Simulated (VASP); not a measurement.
Given:

```
CELL_PARAMETERS angstrom
      0.00000     2.77329     2.77329
      2.77329     0.00000     2.77329
     11.08669    11.08669     0.00649
ATOMIC_POSITIONS crystal
  Ga 0.99012 0.99012 0.00741
  Ga 0.99983 0.99983 0.25012
  Ga 0.00984 0.00984 0.49262
  Ga 0.00014 0.00014 0.74989
  P  0.24565 0.24565 0.06576
  P  0.25495 0.25495 0.30879
  As 0.25437 0.25437 0.55922
  As 0.24508 0.24508 0.81619
```

Method: PBEsol GGA, VASP's PBE PAW potentials (set 64) (plane waves; VASP 6.6.1). Run with 400 eV cut-off, 8×8×2 Γ-centred mesh, tetrahedra with Blöchl corrections, potentials Ga_d P As.

Estimate the energy per atom (σ→0), band gap (on the k-mesh) with the smallest direct gap where there is one.

```yaml
band gap (on the k-mesh): 0.97 eV
smallest direct gap (on the k-mesh): 0.97 eV
energy per atom (σ→0): -4.741 eV/atom
```

The structure was generated: Ga4As2P2 was put into an ordered model structure (R3m), which need not be its known phase. It was relaxed first.
